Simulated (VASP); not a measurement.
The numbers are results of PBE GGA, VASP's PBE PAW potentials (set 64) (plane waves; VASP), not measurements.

The input files of a VASP run:

### POSCAR
```
YN
1.0
  0.0000000000   2.4075060000   2.4799110000
  2.5015070000   0.0000000000   2.4799110000
  2.5015070000   2.4075060000   0.0000000000
Y N
1 1
Cart
  0.0000000000   0.0000000000   0.0000000000
  2.5279129079   2.4075060000   2.4799110000
```

**KPOINTS**
```
kpoints
0
Gamma
7 7 7
0 0 0
```

INCAR:
```
ALGO = Normal
EDIFF = 1E-6
ENCUT = 520
GGA = PE
ISIF = 2
ISMEAR = 0
LASPH = .TRUE.
LCHARG = .FALSE.
LMAXMIX = 4
LREAL = .FALSE.
LWAVE = .FALSE.
NELM = 100
PREC = Accurate
SIGMA = 0.05
SYSTEM = YN
```

POTCAR, in this order: Y_sv N (PBE.64 set). Program: vasp_std.

Problem. What will the output report for the number of irreducible k-points (NKPTS), number of bands (NBANDS), largest plane-wave count, number of space-group operations, FFT grid (NGX, NGY, NGZ)?

Solution. 
| Quantity | Result |
|---|---|
| number of irreducible k-points (NKPTS) | 64 |
| number of bands (NBANDS) | 12 |
| largest plane-wave count | 829 |
| number of space-group operations | 4 |
| FFT grid (NGX, NGY, NGZ) | 28 × 28 × 28 |

The compound is YN in the rock salt structure. The cell was not relaxed at this level, atoms are displaced from their ideal sites. The run is one of a series of settings (KPOINTS 7×7×7 Γ-centred mesh against the base run), some of them coarse on purpose.
